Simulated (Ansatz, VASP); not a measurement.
# Cross-check of Sr4Li8Al14Si10O49 between VASP and Ansatz, part 2 of 4

One calculation is typed for both programs; each brings its own data sets. How far apart do they land? Of the first pair: The structure shown is frame 111 of Ansatz's trajectory.

VASP 6.6.1 and Ansatz 0.2.0.

So far: Starting point; Ansatz: dynamics, PBE.

## (3) VASP: single point, PBE, pair 1

Level of this step: PBE; plane waves and PAW (Si, Al, Li_sv, Sr_sv, O) (VASP).

The same cell, functional and mesh now go to VASP, with its own data sets.

Lines of VASP's logs that name or quote its potential files are left out, and so is its time.

INCAR reads:

```
SYSTEM = Sr4Li8Al14Si10O49
PREC = Accurate
ENCUT = 650
EDIFF = 1E-06
NELM = 120
ISMEAR = 0
SIGMA = 0.01
LREAL = Auto
ALGO = Normal
GGA = PE
NBANDS = 280
LORBIT = 11
LWAVE = .FALSE.
LCHARG = .FALSE.
ISIF = 2
LASPH = .TRUE.
GGA_COMPAT = .FALSE.
EFERMI = MIDGAP
NCORE = 2
```

POSCAR reads:

```
Sr4Li8Al14Si10O49
1.0
   10.1517000000      0.0000000000      0.0000000000
    0.0000000000     10.1517000000      0.0000000000
    0.0000000000      0.0000000000     10.1517000000
Si Al Li Sr O
10 14 8 4 49
Direct
    0.6072775988      0.4575292808      0.5206911158
    0.1667405459      0.0015662401      0.8799708423
    0.7784706010      0.1891505856      0.7821547130
    0.5149285341      0.1159904252      0.2788793995
    0.5846705478      0.6598697755      0.3032595526
    0.6035048317      0.3503255612      0.9409951043
    0.8862062512      0.3557039708      0.4135267985
    0.0452732055      0.8331313967      0.3433415093
    0.2701911995      0.2992109696      0.2923549750
    0.2601830235      0.6999714334      0.6235901376
    0.9946806939      0.8242855876      0.6542352512
    0.9430440222      0.5075997124      0.9550026104
    0.7485642799      0.1333865264      0.4828255366
    0.0630042259      0.0928120413      0.1680506713
    0.3691499946      0.7411763547      0.9156298945
    0.3143414403      0.2858930031      0.8667513815
    0.2090782825      0.5311721190      0.0882019760
    0.4227370785      0.9575834589      0.5583892353
    0.3672094329      0.2549917748      0.5925608519
    0.8377907149      0.2737669553      0.1494725021
    0.7046997055      0.8282061133      0.5449136598
    0.2897938276      0.6140941911      0.3495670676
    0.6387501601      0.6480392447      0.9862683097
    0.0307534699      0.2794310313      0.8700907237
    0.7738506851      0.9090792675      0.2858930031
    0.5402346405      0.7129150783      0.7438360078
    0.9479200528      0.6385038959      0.2085069496
    0.1332486185      0.4132608332      0.5555424215
    0.6074056562      0.3673670420      0.2508249850
    0.0329993991      0.0527596363      0.4866771083
    0.1928642493      0.5108996523      0.7953249209
    0.4812789976      0.4819980890      0.7568092044
    0.8527931282      0.5385698947      0.6594560517
    0.8712924929      0.9043214437      0.0042258932
    0.5352108514      0.0224986948      0.8475132244
    0.3304963701      0.8906390063      0.1985184747
    0.2935468936      0.8376429564      0.5624969217
    0.5603396475      0.8820296108      0.6314016372
    0.5746919235      0.5107026409      0.3727454515
    0.0571431386      0.9462454564      0.7699498606
    0.6489651979      0.1916329285      0.3455775880
    0.1506053173      0.2346602047      0.2062807215
    0.7064038535      0.1645143178      0.6441482707
    0.6416560773      0.6642926800      0.1538954067
    0.4781465173      0.2504211117      0.9115222081
    0.5481643469      0.7752396150      0.9143591714
    0.1079228110      0.9686850478      0.0305564585
    0.7161559148      0.3336189998      0.8276741826
    0.0362894885      0.8808179911      0.4962912616
    0.9392023011      0.3282898431      0.0079001547
    0.2598481043      0.4634691727      0.2571983018
    0.2857747963      0.5746032684      0.5222770570
    0.1213786853      0.9730192973      0.2884640011
    0.3985637873      0.0935015810      0.6618989923
    0.8070470956      0.6175418895      0.9479890068
    0.2555237054      0.4217520218      0.9667247850
    0.8305702493      0.7845089985      0.6630121063
    0.9194716156      0.8031462711      0.2511402031
    0.8450013298      0.4005240502      0.2612665859
    0.2763773555      0.3480500803      0.7129643311
    0.5003004423      0.3625698159      0.5787700582
    0.3517046406      0.6513982880      0.7606607760
    0.7542283558      0.0722637588      0.8897032024
    0.7672311042      0.9662618084      0.4570958559
    0.5549710886      0.5007831201      0.9356265453
    0.4283913039      0.6972428263      0.2998217047
    0.3049045973      0.9179349272      0.8839997242
    0.1090654767      0.6761133603      0.6869982367
    0.0397667386      0.5709684092      0.0775732143
    0.2572574052      0.2912123093      0.4505649300
    0.9899721229      0.4557069259      0.4768560931
    0.1526837870      0.7175842470      0.2979894993
    0.4144330506      0.2474265394      0.2402750278
    0.5345311623      0.0267935420      0.1558950718
    0.2960489376      0.6770393136      0.0596451826
    0.1753893437      0.1694297507      0.8789069811
    0.6185170957      0.5847198006      0.6299831555
    0.6777485544      0.7403095048      0.4024941635
    0.9097195544      0.2009614153      0.4360845967
    0.0213658796      0.4566722815      0.8153905257
    0.6631401637      0.3134450388      0.0869312529
    0.4354738615      0.0260941517      0.3950274338
    0.9279234020      0.2008432085      0.7593703518
    0.7522680930      0.4017947733      0.5006156604
    0.8934168661      0.1077159491      0.1465862860
```

KPOINTS reads:

```
Automatic mesh
0
Gamma
1 1 1
0 0 0
```

The projector-augmented-wave data sets are Si, Al, Li_sv, Sr_sv and O (PBE family, release 64).

The run is started by

```console
$ mpirun -np 8 vasp_gam
```

Numbers of over 12 decimals in the logs are rounded to 6 here.

What it wrote:

```text
[banner, memory and clock lines left out]
running    8 mpi-ranks, on    1 nodes
[...]
LDA part: xc-table for (Slater+PW92), standard interpolation
 POSCAR, INCAR and KPOINTS ok, starting setup
[...]
entering main loop
       N       E                     dE             d eps       ncg     rms          rms(c)
DAV:   1     0.484392575336E+04    0.48439E+04   -0.28584E+05   560   0.190E+03
DAV:   2    -0.214307926965E+03   -0.50582E+04   -0.48460E+04   696   0.440E+02
DAV:   3    -0.667086388037E+03   -0.45278E+03   -0.44967E+03   672   0.139E+02
DAV:   4    -0.688163146858E+03   -0.21077E+02   -0.20987E+02   840   0.262E+01
[...]
DAV:  17    -0.602291525392E+03   -0.81457E-06   -0.47503E-05   712   0.214E-02    0.113E-02
DAV:  18    -0.602291526189E+03   -0.79708E-06   -0.23006E-05   736   0.121E-02    0.802E-03
DAV:  19    -0.602291526311E+03   -0.12223E-06   -0.42972E-06   608   0.512E-03
   1 F= -.60229153E+03 E0= -.60229153E+03  d E =0.000000E+00
```

From OUTCAR (step 3):

```text
  Total       16.2329124      0.9597355     12.7818024     12.8430513      6.3979650     -6.5405799
  in kB       24.8594034      1.4697580     19.5743052     19.6681030      9.7979703    -10.0163735
  external PRESSURE =      15.3011555 kB  Pullay stress =       0.0000000 kB

 POSITION                                       TOTAL-FORCE (eV/Angst)
 -----------------------------------------------------------------------------------
      6.16490      4.64470      5.28590        -0.936649      3.211785      1.428645
      1.69270      0.01590      8.93320        -1.433664     -1.893552      0.056077
      7.90280      1.92020      7.94020        -1.675126     -1.260786      0.320734
      5.22740      1.17750      2.83110         0.173130      1.399435      2.210175
      5.93540      6.69880      3.07860         0.277584     -0.297545      0.282682
      6.12660      3.55640      9.55270         0.582870     -0.933626      2.362833
      8.99650      3.61100      4.19800         0.231560      2.700963     -0.513943
      0.45960      8.45770      3.48550         1.699058      1.149559     -1.704240
      2.74290      3.03750      2.96790        -0.344554      0.570324     -0.531466
      2.64130      7.10590      6.33050        -0.388521     -2.918249      1.590948
[...]
3.72780      2.58860      6.01550        -0.753608      0.250210     -0.502117
      8.50500      2.77920      1.51740        -1.091882     -0.334573     -3.125443
      7.15390      8.40770      5.53180         0.101190      1.343638      0.885935
[...]
-----------------------------------------------------------------------------------
    total drift:                               -0.029525      0.007980     -0.006484

  FREE ENERGIE OF THE ION-ELECTRON SYSTEM (eV)
  ---------------------------------------------------
  free  energy   TOTEN  =      -602.2915263114 eV

  energy  without entropy=     -602.2915263114  energy(sigma->0) =     -602.29152631

[... 3 further parts left out ...]
[key lines of the parts left out:]
E-fermi :   4.1281
```

The run ends at a pressure of 1.53 GPa, with forces up to 3.9 eV/Å.

## (4) Differences

Known differences besides the potentials themselves: fixed occupations in Ansatz, narrow Gaussian smearing in VASP; the cutoff is 420 eV in Ansatz and 650 eV in VASP (PREC = Accurate, projectors in real space). Total energies have different zeros and are not compared.

Forces on 10 of the 85 atoms, those with the largest forces and the largest differences (eV/Å; atoms numbered as in POSCAR):

| atom | Ansatz x, y, z | VASP x, y, z |
| --- | --- | --- |
| Si1 | -0.929, 3.223, 1.434 | -0.937, 3.212, 1.429 |
| Si4 | 0.183, 1.339, 2.178 | 0.173, 1.399, 2.210 |
| Si7 | 0.278, 2.684, -0.509 | 0.232, 2.701, -0.514 |
| Si8 | 1.671, 1.142, -1.720 | 1.699, 1.150, -1.704 |
| Si10 | -0.398, -2.888, 1.558 | -0.389, -2.918, 1.591 |
| Al20 | -1.070, -0.332, -3.084 | -1.092, -0.335, -3.125 |
| Sr33 | 0.804, 0.656, 1.020 | 0.845, 0.680, 1.074 |
| O37 | 0.807, 1.458, -0.387 | 0.848, 1.521, -0.407 |
| O74 | 0.100, -1.287, -1.367 | 0.131, -1.328, -1.449 |
| O83 | 3.718, 0.659, -0.665 | 3.774, 0.666, -0.675 |

The forces differ by 24 meV/Å r.m.s., which is 2.6 % of the r.m.s. force of 0.925 eV/Å (both taken over all components).

## (5) Ansatz: dynamics, PBE

One frame of this run of dynamics is then solved in both programs, so the motion causes no difference.

The structure compared here is frame 223 of Ansatz's trajectory.

input.yaml reads:

```yaml
crystal:
  lattice:
    - [10.1517, 0.0, 0.0]
    - [0.0, 10.1517, 0.0]
    - [0.0, 0.0, 10.1517]
  atoms:
    - { symbol: Si, position: [0.60666, 0.44243, 0.51993] }
    - { symbol: Si, position: [0.16308, 0.00506, 0.88702] }
    - { symbol: Si, position: [0.7958, 0.18236, 0.75896] }
    - { symbol: Si, position: [0.51736, 0.11611, 0.27874] }
    - { symbol: Si, position: [0.5731, 0.64883, 0.31082] }
    - { symbol: Si, position: [0.59902, 0.33502, 0.93028] }
    - { symbol: Si, position: [0.89203, 0.3748, 0.40271] }
    - { symbol: Si, position: [0.05213, 0.85673, 0.34896] }
    - { symbol: Si, position: [0.26827, 0.30692, 0.28812] }
    - { symbol: Si, position: [0.24946, 0.70307, 0.62635] }
    - { symbol: Al, position: [0.99414, 0.85092, 0.65499] }
    - { symbol: Al, position: [0.9398, 0.50138, 0.99375] }
    - { symbol: Al, position: [0.76647, 0.1325, 0.45214] }
    - { symbol: Al, position: [0.05951, 0.09879, 0.1729] }
    - { symbol: Al, position: [0.37004, 0.74805, 0.9086] }
    - { symbol: Al, position: [0.31094, 0.28664, 0.87491] }
    - { symbol: Al, position: [0.21876, 0.52896, 0.09004] }
    - { symbol: Al, position: [0.41928, 0.96212, 0.55096] }
    - { symbol: Al, position: [0.35441, 0.25909, 0.58821] }
    - { symbol: Al, position: [0.82482, 0.26448, 0.13085] }
    - { symbol: Al, position: [0.70717, 0.84701, 0.53416] }
    - { symbol: Al, position: [0.27795, 0.61571, 0.35785] }
    - { symbol: Al, position: [0.63251, 0.62543, 0.99315] }
    - { symbol: Al, position: [0.04314, 0.29749, 0.87076] }
    - { symbol: Li, position: [0.75087, 0.86062, 0.27832] }
    - { symbol: Li, position: [0.57561, 0.72161, 0.72098] }
    - { symbol: Li, position: [0.99021, 0.61334, 0.27657] }
    - { symbol: Li, position: [0.15855, 0.43024, 0.54744] }
    - { symbol: Li, position: [0.59724, 0.35794, 0.24039] }
    - { symbol: Li, position: [0.07052, 0.10021, 0.46713] }
    - { symbol: Li, position: [0.21097, 0.51527, 0.81401] }
    - { symbol: Li, position: [0.434, 0.5045, 0.71828] }
    - { symbol: Sr, position: [0.86363, 0.55723, 0.68588] }
    - { symbol: Sr, position: [0.86196, 0.89047, 0.01888] }
    - { symbol: Sr, position: [0.5371, 0.00607, 0.85142] }
    - { symbol: Sr, position: [0.32674, 0.88534, 0.18193] }
    - { symbol: O, position: [0.30351, 0.83755, 0.57098] }
    - { symbol: O, position: [0.56118, 0.88711, 0.61811] }
    - { symbol: O, position: [0.5669, 0.49947, 0.37191] }
    - { symbol: O, position: [0.06573, 0.94295, 0.78296] }
    - { symbol: O, position: [0.64645, 0.18793, 0.33568] }
    - { symbol: O, position: [0.15394, 0.23739, 0.20788] }
    - { symbol: O, position: [0.73942, 0.14573, 0.62005] }
    - { symbol: O, position: [0.62249, 0.65051, 0.16198] }
    - { symbol: O, position: [0.47098, 0.24612, 0.90027] }
    - { symbol: O, position: [0.54316, 0.75511, 0.91508] }
    - { symbol: O, position: [0.09918, 0.00042, 0.03173] }
    - { symbol: O, position: [0.70734, 0.30869, 0.81682] }
    - { symbol: O, position: [0.02445, 0.90246, 0.49664] }
    - { symbol: O, position: [0.93794, 0.32177, 0.00917] }
    - { symbol: O, position: [0.26836, 0.46904, 0.25599] }
    - { symbol: O, position: [0.28152, 0.58559, 0.52481] }
    - { symbol: O, position: [0.12115, 0.98774, 0.28979] }
    - { symbol: O, position: [0.37054, 0.10046, 0.64171] }
    - { symbol: O, position: [0.80172, 0.5951, 0.95794] }
    - { symbol: O, position: [0.25154, 0.40329, 0.9809] }
    - { symbol: O, position: [0.82881, 0.80208, 0.65015] }
    - { symbol: O, position: [0.93347, 0.8114, 0.25928] }
    - { symbol: O, position: [0.84617, 0.38626, 0.25344] }
    - { symbol: O, position: [0.28892, 0.35666, 0.71883] }
    - { symbol: O, position: [0.50393, 0.33358, 0.5561] }
    - { symbol: O, position: [0.32604, 0.66846, 0.7644] }
    - { symbol: O, position: [0.77494, 0.06849, 0.86337] }
    - { symbol: O, position: [0.75522, 0.97045, 0.43134] }
    - { symbol: O, position: [0.55235, 0.48457, 0.93428] }
    - { symbol: O, position: [0.42341, 0.69633, 0.31573] }
    - { symbol: O, position: [0.29878, 0.91588, 0.9] }
    - { symbol: O, position: [0.09633, 0.70722, 0.66019] }
    - { symbol: O, position: [0.05332, 0.56106, 0.09937] }
    - { symbol: O, position: [0.25377, 0.28483, 0.4455] }
    - { symbol: O, position: [0.00208, 0.47404, 0.44] }
    - { symbol: O, position: [0.15497, 0.73234, 0.33684] }
    - { symbol: O, position: [0.40948, 0.23929, 0.24958] }
    - { symbol: O, position: [0.53214, 0.0256, 0.15399] }
    - { symbol: O, position: [0.30181, 0.67055, 0.04159] }
    - { symbol: O, position: [0.18097, 0.16884, 0.87643] }
    - { symbol: O, position: [0.5996, 0.55368, 0.62998] }
    - { symbol: O, position: [0.66466, 0.72965, 0.40767] }
    - { symbol: O, position: [0.91808, 0.22091, 0.4293] }
    - { symbol: O, position: [0.02942, 0.46923, 0.84251] }
    - { symbol: O, position: [0.66891, 0.30145, 0.06686] }
    - { symbol: O, position: [0.44854, 0.02621, 0.39253] }
    - { symbol: O, position: [0.94483, 0.22947, 0.75315] }
    - { symbol: O, position: [0.76203, 0.40629, 0.49909] }
    - { symbol: O, position: [0.8924, 0.11487, 0.1638] }
kpoints:
  mp_grid: { grid: [1, 1, 1] }
hamiltonian:
  xc: pbe
scf:
  occupations: { method: fixed }
output:
  forces: true
md:
  timestep: 1.0
  n_steps: 334
  ensemble: nve
  temperature: 600
  initial_velocities: maxwell_boltzmann
  seed: 4912
```

The run is started by

```console
$ ansatz run input.yaml --threads 4 --pin off --max-ram 8192MiB --backend cpu --events-out ev --progress --plain --runs-dir out
```

What it wrote:

```text
[...]
Crystal: 85 atoms, lattice volume = 1046.204 Å³
Basis set: ecut = 420 eV, 20341 PW (Γ), exchange–correlation on 144×144×144 points (8 copies of the dense FFT grid, shifted against one another)
Bands: 305, of which v1, the nominal top of the filled ones, is band 220 counted from 1 (219 counted from 0)
Symmetry: 1 space group operations
k-points: 1
[...]
atom   8  Si    -2.39927160     0.51594977    -1.37512424
[...]
atom  82  O      0.41157019     0.87429786     1.17969550
  atom  83  O     -1.24405474    -0.33173720     0.02779798
  atom  84  O     -2.38129204     1.12349666     2.17721310
  atom  85  O      0.84547693    -0.93391125    -0.09966772
  max |Σ_I F_I| component: 4.94e-5 eV/Å
--- MD trajectory: 334 steps, t = 0.0 → 334.0 fs ---
[...]
conserved energy: peak-to-peak 8.225e-3 eV (9.677e-5 eV/atom) over 334.0 fs
[key lines of the parts left out:]
SCF converged after 8 iterations
Free energy (F): -57609.869893 eV
Fermi energy:    4.763319 eV
```

[end of part 2 of 4]

[Lines on the potential files, build, host, timing and source positions are cut from VASP's logs without a mark.]

[Logs are printed without paths, hosts, clocks, repeated set-up lines and the standing remarks that a program may print on its own settings, such as how far it seeks lower states.]

[Hosts, paths, dates, database ids (printed as entryN), source tags and the programs' standing remarks are cut or masked in the printed files.]
